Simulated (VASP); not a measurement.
Input of a VASP 6.6.1 run:

The input INCAR:

```
PREC     = Accurate       # precision mode
ENCUT    = 520            # plane-wave cutoff, eV
EDIFF    = 1E-7           # SCF threshold, eV
ISMEAR   = 0              # smearing method
SIGMA    = 0.01           # smearing width, eV
LREAL    = F              # projectors in reciprocal space
LASPH    = T              # aspherical terms in the spheres
NELM     = 80             # most SCF steps
ALGO     = Normal         # electronic algorithm
ISIF     = 2              # what is computed and relaxed
LWAVE    = F              # write WAVECAR
LCHARG   = F              # write CHGCAR
METAGGA  = R2SCAN         # meta-GGA
LMIXTAU  = T            
IVDW     = 13             # dispersion correction
VDW_S6   = 1.0          
VDW_S8   = 0.6018749    
VDW_A1   = 0.51559235   
VDW_A2   = 5.77342911   
IBRION   = 2              # ionic algorithm
NSW      = 60             # ionic steps
EDIFFG   = -0.01          # ionic threshold
```

The input KPOINTS:

```
Automatic mesh
0
Gamma
  1 1 1
```

The input POSCAR:

```
SiO
1.0
   11.0000000000      0.0000000000      0.0000000000
    0.0000000000     10.0000000000      0.0000000000
    0.0000000000      0.0000000000     10.0000000000
O Si
1 1
Direct
    0.4429363600      0.5252500000      0.4710000000
    0.5594272700      0.4789500000      0.5358000000
```

Potentials or basis: VASP PAW PBE potentials, release 64 (O, Si).

Run with:

```bash
$ cat potpaw_PBE.64/O/POTCAR potpaw_PBE.64/Si/POTCAR > POTCAR
$ mpirun -np 1 vasp_gam > vasp.out
```

Question: Predict the gap between the frontier levels.

Answer: 5.02 eV.

Question: Predict the energy gained by relaxing.

Answer: 0.4 meV/atom.

Question: Predict the dispersion energy per atom.

Answer: -0.003 eV.

Forces in eV/Å, atoms in the order of the input:
```
O    0.001  0.002 -0.005
Si  -0.001 -0.002  0.005
```

Caveat: the PAW data sets were made with another functional, which shifts forces and pressure a little. r2SCAN opens gaps a little over a GGA but as a rule still falls short of measured ones.
